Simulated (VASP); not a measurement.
Runs of VASP 6.6.1 on SiSe2H2. The cell holds a molecule in a box, 5 atoms: a = 12.000 Å, b = 12.000 Å, c = 12.000 Å, α = 90.00°, β = 90.00°, γ = 90.00°. 

```csv
task,level,potentials or basis,cell,cutoff (eV),gap on the mesh (eV),largest force (eV/Å)
single point,PBE,"VASP PAW PBE potentials, release 64 (Si, Se, H)",as given,520,1.97,0.47
single point,PBE,"VASP PAW PBE potentials, release 64 (Si, Se, H)","atoms moved at random, drawn with an rms of 0.05 Å",520,2.13,0.91
atomic charges,PBE+TS,"VASP PAW PBE potentials, release 64 (Si, Se, H)",as given,520,1.97,0.49
relaxation of the atoms,LDA,"VASP PAW LDA potentials, release 64 (Si, Se, H_h)",atoms relaxed,900,1.91,0.02
relaxation of the atoms,BLYP+D3(BJ),"VASP PAW PBE potentials, release 64 (Si, Se, H_h)",atoms relaxed,900,(a),-
relaxation of the atoms,PBE,"VASP PAW PBE potentials, release 64 (Si, Se, H)","atoms relaxed from: atoms moved at random, drawn with an rms of 0.02 Å",520,1.87,0.01
electron localisation function,PBE,"VASP PAW PBE potentials, release 64 (Si, Se, H)",as given,520,1.97,0.47
```

Alike in all rows: no spin polarisation; k mesh 1 × 1 × 1; smearing gaussian 0.01 eV.

Q: Fill in the values left out.

A: (a) 1.67.

Caveats: the PAW data sets were made with another functional, which shifts forces and pressure a little (some runs).

A k mesh can miss the band edges, and the runs leave out spin-orbit coupling on Se.
